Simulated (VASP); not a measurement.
Calculation: LDA (Ceperley-Alder, Perdew-Zunger), VASP's LDA PAW potentials (set 64) (plane waves; VASP).

VASP ran on this input.

### POSCAR
```
Re
1
    1.3968034197    -2.4193343770     0.0000000000
    1.3968034197     2.4193343770     0.0000000000
    0.0000000000     0.0000000000     4.5144820201
Re
2
Direct
  0.3333330000   0.6666670000   0.2500000000
  0.6666670000   0.3333330000   0.7500000000
```

**INCAR**
```
ALGO  =  Normal
EDIFF  =  1E-7
EDIFFG  =  -0.01
ENCUT  =  520
IBRION  =  2
ISIF  =  4
ISMEAR  =  1
LASPH  =  T
LCHARG  =  F
LMAXMIX  =  6
LREAL  =  F
LWAVE  =  F
NELM  =  100
NSW  =  30
PREC  =  Accurate
SIGMA  =  0.1
SYSTEM  =  Re
```

**KPOINTS**
```
Automatic mesh
0
Gamma
15 15 8
0 0 0
```

POTCAR, in this order: Re (LDA.64 set). Program: vasp_std.

Output of the run:

OUTCAR:
```
 ion  position               nearest neighbor table
   1  0.333  0.667  0.250-   2 2.77   2 2.77   2 2.77   2 2.77   2 2.77   2 2.77
   2  0.667  0.333  0.750-   1 2.77   1 2.77   1 2.77   1 2.77   1 2.77   1 2.77
  LATTYP: Found a hexagonal cell.
 ALAT       =     2.7936067406
 C/A-ratio  =     1.6160048422
 Subroutine PRICEL returns:
 Original cell was already a primitive cell.
 Subroutine GETGRP returns: Found 24 space group operations
The static configuration has the point symmetry D_3d.
 The point group associated with its full space group is D_6h.
The dynamic configuration has the point symmetry D_3d.
 Subroutine INISYM returns: Found 24 space group operations
 Subroutine IBZKPT returns following result:
 Found    135 irreducible k-points:

 Following reciprocal coordinates:
            Coordinates               Weight
  0.000000  0.000000  0.000000      1.000000
  0.066667  0.000000  0.000000      6.000000
  0.133333  0.000000  0.000000      6.000000
  0.200000  0.000000  0.000000      6.000000
  0.266667  0.000000  0.000000      6.000000
  0.333333  0.000000  0.000000      6.000000
  0.400000  0.000000  0.000000      6.000000
  0.466667  0.000000  0.000000      6.000000
  0.066667  0.066667  0.000000      6.000000
  0.133333  0.066667  0.000000     12.000000
  0.200000  0.066667  0.000000     12.000000
  0.266667  0.066667  0.000000     12.000000
  0.333333  0.066667  0.000000     12.000000
  0.400000  0.066667  0.000000     12.000000
  0.466667  0.066667  0.000000      6.000000
  0.133333  0.133333  0.000000      6.000000
  0.200000  0.133333  0.000000     12.000000
  0.266667  0.133333  0.000000     12.000000
  0.333333  0.133333  0.000000     12.000000
  0.400000  0.133333  0.000000     12.000000
  0.200000  0.200000  0.000000      6.000000
  0.266667  0.200000  0.000000     12.000000
...
```

**OSZICAR**
```
       N       E                     dE             d eps       ncg     rms          rms(c)
DAV:   1     0.100888091468E+03    0.10089E+03   -0.60374E+03  3330   0.129E+03
DAV:   2    -0.204139709561E+02   -0.12130E+03   -0.11172E+03  4781   0.507E+02
DAV:   3    -0.285572345054E+02   -0.81433E+01   -0.69638E+01  4891   0.148E+02
DAV:   4    -0.289614951413E+02   -0.40426E+00   -0.36672E+00  5241   0.251E+01
DAV:   5    -0.289717432353E+02   -0.10248E-01   -0.98079E-02  4981   0.281E+00    0.400E+01
DAV:   6    -0.277660010610E+02    0.12057E+01   -0.14024E+00  5212   0.210E+01    0.158E+01
DAV:   7    -0.274224235333E+02    0.34358E+00   -0.79883E-01  5385   0.153E+01    0.432E-01
DAV:   8    -0.274105842127E+02    0.11839E-01   -0.11099E-02  5558   0.125E+00    0.241E-01
DAV:   9    -0.274098496701E+02    0.73454E-03   -0.34875E-04  4242   0.174E-01    0.371E-02
DAV:  10    -0.274098412715E+02    0.83985E-05   -0.58889E-05  4959   0.635E-02    0.140E-02
DAV:  11    -0.274098412438E+02    0.27685E-07   -0.19432E-06  4754   0.180E-02    0.133E-03
DAV:  12    -0.274098412349E+02    0.89929E-08   -0.57964E-08  2745   0.377E-03
   1 F= -.27409841E+02 E0= -.27410127E+02  d E =-.274098E+02
       N       E                     dE             d eps       ncg     rms          rms(c)
DAV:   1    -0.274101165604E+02   -0.27532E-03   -0.19324E-02  4578   0.206E+00    0.806E-02
DAV:   2    -0.274099086864E+02    0.20787E-03   -0.24431E-04  5185   0.180E-01    0.393E-02
DAV:   3    -0.274098515297E+02    0.57157E-04   -0.13440E-04  5133   0.107E-01    0.609E-03
DAV:   4    -0.274098516016E+02   -0.71940E-07   -0.40747E-06  4378   0.231E-02    0.311E-03
DAV:   5    -0.274098515006E+02    0.10106E-06   -0.55749E-08  2509   0.556E-03    0.138E-03
DAV:   6    -0.274098514957E+02    0.48665E-08   -0.31067E-08  2226   0.388E-03
   2 F= -.27409851E+02 E0= -.27410146E+02  d E =-.102608E-04
       N       E                     dE             d eps       ncg     rms          rms(c)
DAV:   1    -0.274099463529E+02   -0.94852E-04   -0.42097E-03  4536   0.962E-01    0.376E-02
DAV:   2    -0.274099010159E+02    0.45337E-04   -0.53097E-05  5146   0.841E-02    0.183E-02
DAV:   3    -0.274098887049E+02    0.12311E-04   -0.28796E-05  5156   0.497E-02    0.290E-03
DAV:   4    -0.274098887216E+02   -0.16725E-07   -0.86554E-07  4148   0.107E-02
   3 F= -.27409889E+02 E0= -.27410179E+02  d E =-.474867E-04
```

### OUTCAR
```
------------------------ aborting loop because EDIFF is reached ----------------------------------------
  FORCE on cell =-STRESS in cart. coord.  units (eV):
  Direction    XX          YY          ZZ          XY          YZ          ZX
  --------------------------------------------------------------------------------------
  Total       -4.0398914     -4.0398911     -4.0402763      0.0000000      0.0000000      0.0000000
  in kB     -212.1344332   -212.1344153   -212.1546442      0.0000000      0.0000000      0.0000000
  external PRESSURE =    -212.1411642 kB  Pullay stress =       0.0000000 kB
  volume of cell :       30.51
      direct lattice vectors                 reciprocal lattice vectors
     1.396175972 -2.418247618 -0.000000000     0.358121046 -0.206761291 -0.000000000
     1.396175972  2.418247618  0.000000000     0.358121046  0.206761291  0.000000000
     0.000000000 -0.000000000  4.518540567     0.000000000 -0.000000000  0.221310396
 POSITION                                       TOTAL-FORCE (eV/Angst)
 -----------------------------------------------------------------------------------
      1.39618      0.80608      1.12964         0.000000     -0.000000      0.000000
      1.39618     -0.80608      3.38891        -0.000000      0.000000      0.000000
 -----------------------------------------------------------------------------------
    total drift:                                0.000001      0.000011     -0.000016
  FREE ENERGIE OF THE ION-ELECTRON SYSTEM (eV)
  ---------------------------------------------------
  free  energy   TOTEN  =       -27.4098887216 eV

  energy  without entropy=      -27.4107603532  energy(sigma->0) =      -27.41017927

 reached required accuracy - stopping structural energy minimisation
```
(Selected blocks of OUTCAR.)

**CONTCAR**
```
Re
   1.00000000000000
     1.3961759719281093   -2.4182476175939613   -0.0000000000000000
     1.3961759719281093    2.4182476175939613    0.0000000000000000
     0.0000000000000000   -0.0000000000000000    4.5185405666294445
  Re
     2
Direct
     0.3333330000000032    0.6666669999999968    0.2500000000000000
     0.6666669999999968    0.3333330000000032    0.7500000000000000
```

File OUTCAR:
```
 val. band max:        7.3555979928   @ k =   0.3333   0.3333   0.0000

 cond. band min:       7.3790531724   @ k =   0.1333   0.0667   0.0000


 Fermi energy:         7.3644007702

 k-point     1 :       0.0000    0.0000    0.0000
  band No.  band energies     occupation
      1      -2.1499      2.00000
      2       1.0475      2.00000
      3       5.8554      2.00000
      4       5.8896      2.00000
      5       5.8896      2.00000
      6       6.6713      2.00000
      7       6.6713      2.00000
      8       7.5689     -0.01378
      9       7.5689     -0.01377
     10       8.0456     -0.00000
     11      10.5738      0.00000

 k-point     2 :       0.0667    0.0000    0.0000
  band No.  band energies     occupation
      1      -1.9746      2.00000
      2       1.2127      2.00000
      3       5.4573      2.00000
      4       6.0491      2.00000
      5       6.2321      2.00000
      6       6.5512      2.00000
      7       6.8219      2.00000
      8       7.1991      2.04126
      9       7.4368      0.06385
     10       7.6438     -0.00056
     11      10.6611      0.00000

 k-point     3 :       0.1333    0.0000    0.0000
  band No.  band energies     occupation
      1      -1.4695      2.00000
      2       1.6617      2.00000
      3       4.9714      2.00000
      4       6.0824      2.00000
      5       6.1853      2.00000
      6       6.5192      2.00000
      7       6.7114      2.00000
      8       7.1051      2.00152
      9       7.2637      2.05163
     10       7.3552      1.15436
     11      10.8643      0.00000

 k-point     4 :       0.2000    0.0000    0.0000
  band No.  band energies     occupation
      1      -0.7033      2.00000
      2       2.2027      2.00000
      3       4.5805      2.00000
      4       4.9587      2.00000
      5       5.8249      2.00000
      6       6.6915      2.00000
      7       7.0318      2.00003
      8       7.2736      2.02544
      9       7.3212      1.66137
...
```

Unless said otherwise, spin-orbit coupling is left out, though it shifts the bands of the heavy elements here.

The compound is Re in the hcp structure. This cell is one point of a volume scan, at 1.06 of the reference volume. Symmetry was kept, so distortions that lower it aren't found.
